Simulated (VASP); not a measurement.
A convergence study with VASP on AgI (wurtzite): one setting is varied, all else stays as given below, so the limit is that of these other settings.

```xyz
4
Lattice="2.2950 -3.9751 0.0000 2.2950 3.9751 0.0000 0.0000 0.0000 7.5100" Properties=species:S:1:pos:R:3 pbc="T T T"
Ag     2.2950    -1.3250     3.7550
Ag     2.2950     1.3250     0.0000
I      2.2950    -1.3250     6.5713
I      2.2950     1.3250     2.8163
```

These are PBE GGA, VASP's PBE PAW potentials (set 64) (plane waves; VASP) values and carry that method's errors. The tightest run used: 550 eV cut-off, 14×14×9 Γ-centred mesh, Gaussian smearing of 0.050 eV, potentials Ag I.

Q: The settings run are 1×1×1 mesh; 2×2×1 mesh; 3×3×2 mesh; 4×4×3 mesh; 5×5×3 mesh; 6×6×4 mesh; 7×7×5 mesh; 8×8×5 mesh; 9×9×6 mesh; 10×10×7 mesh; 11×11×7 mesh; 12×12×8 mesh; 13×13×9 mesh; 14×14×9 mesh. From which on does the stress (every component) stay within 0.5 GPa of the tightest run?

A: From 3×3×2 mesh on: it is off by 0.48 there and by no more than 0.5 in any finer run, while 2×2×1 mesh is off by 2.59.
```json
[
 {"setting": "1×1×1 mesh", "E (eV/atom)": "-0.1607", "pressure (GPa)": "18.91", "irreducible k-points": "1", "difference judged (GPa)": "22.23"},
 {"setting": "2×2×1 mesh", "E (eV/atom)": "-2.2498", "pressure (GPa)": "2.89", "irreducible k-points": "2", "difference judged (GPa)": "2.59"},
 {"setting": "3×3×2 mesh", "E (eV/atom)": "-2.3588", "pressure (GPa)": "2.09", "irreducible k-points": "6", "difference judged (GPa)": "0.48"},
 {"setting": "4×4×3 mesh", "E (eV/atom)": "-2.3790", "pressure (GPa)": "1.86", "irreducible k-points": "8", "difference judged (GPa)": "0.12"},
 {"setting": "5×5×3 mesh", "E (eV/atom)": "-2.3827", "pressure (GPa)": "1.81", "irreducible k-points": "10", "difference judged (GPa)": "0.03"},
 {"setting": "6×6×4 mesh", "E (eV/atom)": "-2.3837", "pressure (GPa)": "1.79", "irreducible k-points": "21", "difference judged (GPa)": "0.01"},
 {"setting": "7×7×5 mesh", "E (eV/atom)": "-2.3839", "pressure (GPa)": "1.79", "irreducible k-points": "24", "difference judged (GPa)": "0.00"},
 {"setting": "8×8×5 mesh", "E (eV/atom)": "-2.3839", "pressure (GPa)": "1.78", "irreducible k-points": "30", "difference judged (GPa)": "0.00"},
 {"setting": "9×9×6 mesh", "E (eV/atom)": "-2.3839", "pressure (GPa)": "1.78", "irreducible k-points": "48", "difference judged (GPa)": "0.00"},
 {"setting": "10×10×7 mesh", "E (eV/atom)": "-2.3839", "pressure (GPa)": "1.78", "irreducible k-points": "56", "difference judged (GPa)": "0.00"},
 {"setting": "11×11×7 mesh", "E (eV/atom)": "-2.3840", "pressure (GPa)": "1.78", "irreducible k-points": "64", "difference judged (GPa)": "0.00"},
 {"setting": "12×12×8 mesh", "E (eV/atom)": "-2.3840", "pressure (GPa)": "1.78", "irreducible k-points": "95", "difference judged (GPa)": "0.00"},
 {"setting": "13×13×9 mesh", "E (eV/atom)": "-2.3840", "pressure (GPa)": "1.78", "irreducible k-points": "105", "difference judged (GPa)": "0.00"},
 {"setting": "14×14×9 mesh", "E (eV/atom)": "-2.3840", "pressure (GPa)": "1.78", "irreducible k-points": "120", "difference judged (GPa)": "0.00"}
]
```

Left out are rungs that failed or repeat a setting and relaxations that didn't move; long series are thinned to 24 rows.

The compound is AgI in the wurtzite structure. The cell was not relaxed at this level.
